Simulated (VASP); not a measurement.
Data:

```yaml
crystal:
  lattice:
    - [4.63968, 0.00000, 0.00000]
    - [0.00000, 4.63968, 0.00000]
    - [0.00000, 0.00000, 3.09383]
  atoms:
    - { symbol: Zn, position: [0.00000, 0.00000, 0.00000] }
    - { symbol: Zn, position: [0.50000, 0.50000, 0.50000] }
    - { symbol: F, position: [0.30322, 0.30322, 0.00000] }
    - { symbol: F, position: [0.80322, 0.19678, 0.50000] }
    - { symbol: F, position: [0.19678, 0.80322, 0.50000] }
    - { symbol: F, position: [0.69678, 0.69678, 0.00000] }
```

All values below come from LDA (Ceperley-Alder, Perdew-Zunger), VASP's LDA PAW potentials (set 64) (plane waves; VASP 6.6.1). Numerical set-up: 520 eV cut-off, 6×6×8 Γ-centred mesh, tetrahedra with Blöchl corrections, potentials Zn F.

Q: Tabulate the total density of states (states/eV per cell) against energy (eV; zero at the valence-band maximum or, without a gap, the Fermi level).

A: 
```
E (eV) | DOS (states/eV)
    -9.94 |  0.00
    -9.70 |  0.00
    -9.34 |  0.00
    -9.10 |  0.00
    -8.86 |  0.00
    -8.50 |  0.00
    -8.26 |  0.00
    -7.90 |  0.00
    -7.66 |  0.00
    -7.42 |  0.00
    -7.06 |  0.00
    -6.82 |  0.00
    -6.58 | # 0.34
    -6.22 | #### 1.92
    -5.98 | ######## 3.97
    -5.62 | ########### 5.53
    -5.38 | ####### 3.48
    -5.14 | ####################### 11.2
    -4.78 | ########### 5.39
    -4.54 | ############# 6.42
    -4.30 | ########### 5.28
    -3.94 | ################## 8.62
    -3.70 | #################### 10.0
    -3.34 | ############## 7.00
    -3.10 | ############################## 14.8
    -2.86 | ##################### 10.1
    -2.50 | ########### 5.58
    -2.26 | ################ 8.07
    -2.02 | ################ 7.66
    -1.66 | ########################### 13.5
    -1.42 | #################### 9.83
    -1.06 | ###### 2.75
    -0.82 | ####### 3.35
    -0.58 | ############# 6.27
    -0.22 | ############ 5.99
     0.02 |  0.03
     0.26 |  0.00
     0.62 |  0.00
     0.86 |  0.00
     1.22 |  0.00
     1.46 |  0.00
     1.70 |  0.00
     2.06 |  0.00
     2.30 |  0.00
     2.54 |  0.00
     2.90 |  0.00
     3.14 |  0.00
     3.50 |  0.01
     3.74 |  0.04
     3.98 |  0.10
     4.34 |  0.16
     4.58 |  0.19
     4.82 |  0.24
     5.18 | # 0.31
     5.42 | # 0.35
     5.78 | # 0.44
     6.02 | # 0.50
     6.26 | # 0.58
     6.62 | # 0.72
     6.86 | ## 0.91
```
Within 2 eV below the valence-band maximum the largest weight inside VASP's projection spheres is F p, then Zn d.

The compound is ZnF2 in the rutile structure. It was relaxed first.
